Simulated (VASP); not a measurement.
Input:

```
Eu
1.0
    3.84271     0.00000     0.00000
   -1.92136     3.32789     0.00000
    0.00000     0.00000     6.31213
Eu
2
Direct
  0.33333   0.66667   0.25000
  0.66667   0.33333   0.75000
```

Calculation: PBEsol GGA, VASP's PBE PAW potentials (set 64) (plane waves; VASP 6.6.1). Settings: 400 eV cut-off, Gaussian smearing of 0.050 eV, potentials Eu_2.

The 4f electrons are frozen in the core of the lanthanide potential, so 4f levels, which can set the real gap, and their magnetism are missing.

### Question
Give the energies of bands 7 to 11 at the high-symmetry points, in eV from the Fermi level.

### Answer

| band | Γ | M | K | A | L | H |
|---|---|---|---|---|---|---|
| 7 | -3.97 | -1.04 | -0.02 | -2.68 | -1.04 | 0.21 |
| 8 | -1.34 | -0.53 | 0.12 | -2.68 | -1.04 | 0.21 |
| 9 | 1.21 | -0.21 | 0.12 | 1.44 | 0.68 | 0.31 |
| 10 | 2.48 | 0.69 | 0.32 | 1.44 | 0.68 | 0.31 |
| 11 | 2.53 | 1.86 | 1.66 | 2.52 | 1.95 | 1.10 |

It has no gap at this level: it comes out as a metal or semimetal.

The structure was generated: Eu was put into the hcp type (P6_3/mmc), which need not be its known phase. It was relaxed first, which changed the volume by -18 %.
